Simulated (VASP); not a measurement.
Energy against volume of Fe (bcc). Computed with r2SCAN meta-GGA, VASP's PBE PAW potentials (set 64) (plane waves; VASP). Settings: 520 eV cut-off, 18×18×18 Γ-centred mesh, first-order Methfessel-Paxton smearing of 0.10 eV, potentials Fe.

| V (Å³/atom) | E (eV/atom) |
|---|---|
| 11.321 | -14.35112 |
| 11.671 | -14.36006 |
| 12.021 | -14.35509 |
| 12.371 | -14.34087 |

Q: Fit these four points and predict the energy of the run at 10.971 Å³/atom.

A: A cubic in V^(−2/3), the third-order Birch-Murnaghan form, passes through the four points with V0 = 11.70 Å³/atom and B0 = 205 GPa, and gives -14.3223 eV/atom there. The run gave -14.3271 eV/atom, -4.8 meV/atom from the fit; all five points give B0 = 189 GPa.

The compound is Fe in the bcc structure. It was relaxed first.
